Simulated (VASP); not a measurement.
The input files of a VASP run:

INCAR:
```
SYSTEM = PtS2
PREC = Accurate
ENCUT = 400
EDIFF = 1E-6
NELM = 60
ALGO = Normal
LREAL = .FALSE.
LASPH = .TRUE.
ISMEAR = 0
SIGMA = 0.05
GGA = PE
LMAXMIX = 6
LWAVE = .FALSE.
LCHARG = .FALSE.
ISIF = 2
IMIX = 1
AMIX = 1.9
BMIX = 0.0001
```

**KPOINTS**
```
Automatic mesh
0
Gamma
6 6 4
0 0 0
```

### POSCAR
```
PtS2
1
    1.7700000000    -3.0657300000     0.0000000000
    1.7700000000     3.0657300000     0.0000000000
    0.0000000000     0.0000000000     5.0400000000
Pt S
1 2
Direct
  0.0000000000   0.0000000000   0.0000000000
  0.3333330000   0.6666670000   0.2300000000
  0.6666670000   0.3333330000   0.7700000000
```

POTCAR, in this order: Pt S (PBE.64 set). Program: vasp_std.

Output of the run:

File standard output:
```
 POSCAR found type information on POSCAR PtS
 POSCAR found :  2 types and       3 ions
 Reading from existing POTCAR
 Reading from existing POTCAR
 LDA part: xc-table for (Slater+PW92), standard interpolation
 POSCAR, INCAR and KPOINTS ok, starting setup
 WAVECAR not read
 entering main loop
       N       E                     dE             d eps       ncg     rms          rms(c)
DAV:   1     0.977800690338E+02    0.97780E+02   -0.92249E+03   752   0.106E+03
DAV:   2    -0.128190362302E+02   -0.11060E+03   -0.10751E+03   951   0.226E+02
DAV:   3    -0.166435072169E+02   -0.38245E+01   -0.38135E+01   909   0.464E+01
DAV:   4    -0.166835134741E+02   -0.40006E-01   -0.40002E-01   923   0.511E+00
DAV:   5    -0.166843408514E+02   -0.82738E-03   -0.82736E-03   944   0.692E-01    0.203E+01
DAV:   6    -0.688002119286E+02   -0.52116E+02   -0.26817E+02   720   0.174E+02    0.127E+02
DAV:   7    -0.103494138392E+04   -0.96614E+03   -0.87280E+03  1006   0.675E+02    0.306E+02
DAV:   8    -0.596840160511E+04   -0.49335E+04   -0.51897E+04  1370   0.102E+03    0.115E+03
DAV:   9    -0.151262785525E+05   -0.91579E+04   -0.10004E+05  1392   0.176E+03    0.198E+03
DAV:  10    -0.290871483831E+05   -0.13961E+05   -0.16898E+05  1440   0.158E+03    0.277E+03
DAV:  11    -0.436702629998E+05   -0.14583E+05   -0.19638E+05  1432   0.278E+03    0.348E+03
DAV:  12    -0.619702682439E+05   -0.18300E+05   -0.26641E+05  1440   0.221E+03    0.425E+03
DAV:  13    -0.793208036083E+05   -0.17351E+05   -0.28521E+05  1440   0.363E+03    0.493E+03
DAV:  14    -0.991599780233E+05   -0.19839E+05   -0.34912E+05  1440   0.273E+03    0.557E+03
DAV:  15    -0.116684927045E+06   -0.17525E+05   -0.35687E+05  1440   0.433E+03    0.615E+03
DAV:  16    -0.136062456070E+06   -0.19378E+05   -0.41500E+05  1440   0.323E+03    0.670E+03
DAV:  17    -0.152600078763E+06   -0.16538E+05   -0.41586E+05  1440   0.492E+03    0.720E+03
DAV:  18    -0.170542157804E+06   -0.17942E+05   -0.46862E+05  1440   0.365E+03    0.768E+03
DAV:  19    -0.185326326030E+06   -0.14784E+05   -0.46277E+05  1440   0.537E+03    0.811E+03
DAV:  20    -0.201498421840E+06   -0.16172E+05   -0.51305E+05  1426   0.399E+03    0.854E+03
DAV:  21    -0.214362149848E+06   -0.12864E+05   -0.50161E+05  1432   0.576E+03    0.893E+03
DAV:  22    -0.228728162003E+06   -0.14366E+05   -0.54996E+05  1433   0.423E+03    0.929E+03
DAV:  23    -0.239732099230E+06   -0.11004E+05   -0.53406E+05  1432   0.602E+03    0.962E+03
DAV:  24    -0.252218516666E+06   -0.12486E+05   -0.57924E+05  1433   0.445E+03    0.992E+03
DAV:  25    -0.261371156098E+06   -0.91526E+04   -0.55920E+05  1424   0.629E+03    0.102E+04
DAV:  26    -0.272037117491E+06   -0.10666E+05   -0.60205E+05  1440   0.468E+03    0.104E+04

 -----------------------------------------------------------------------------
|                                                                             |
|     EEEEEEE  RRRRRR   RRRRRR   OOOOOOO  RRRRRR      ###     ###     ###     |
|     E        R     R  R     R  O     O  R     R     ###     ###     ###     |
|     E        R     R  R     R  O     O  R     R     ###     ###     ###     |
|     EEEEE    RRRRRR   RRRRRR   O     O  RRRRRR       #       #       #      |
|     E        R   R    R   R    O     O  R   R                               |
|     E        R    R   R    R   O     O  R    R      ###     ###     ###     |
|     EEEEEEE  R     R  R     R  OOOOOOO  R     R     ###     ###     ###     |
|                                                                             |
|     ERROR FEXCP: supplied Exchange-correletion table                        |
|      is too small, maximal index : 3902                                     |
|                                                                             |
|       ---->  I REFUSE TO CONTINUE WITH THIS SICK JOB ... BYE!!! <----       |
|                                                                             |
 -----------------------------------------------------------------------------
```

Problem. From input and log, find the fault in this run and mend it.

Solution. The cause: simple mixing (IMIX = 1) with AMIX above 1 overshoots. VASP stops with an error: ERROR FEXCP: supplied Exchange-correletion table is too small, maximal index : 3902 ----> I REFUSE TO CONTINUE WITH THIS SICK JOB ... BYE!!! <---- To mend it, remove IMIX, remove AMIX, remove BMIX.

The mended run (PBE GGA, plane waves, VASP's PBE PAW potentials (set 64)) converges, and its OSZICAR ends with
```
   1 F= -.15295878E+02 E0= -.15295878E+02  d E =-.166852E-11
```

The compound is PtS2 in the 1T layered structure. The cell was not relaxed at this level.
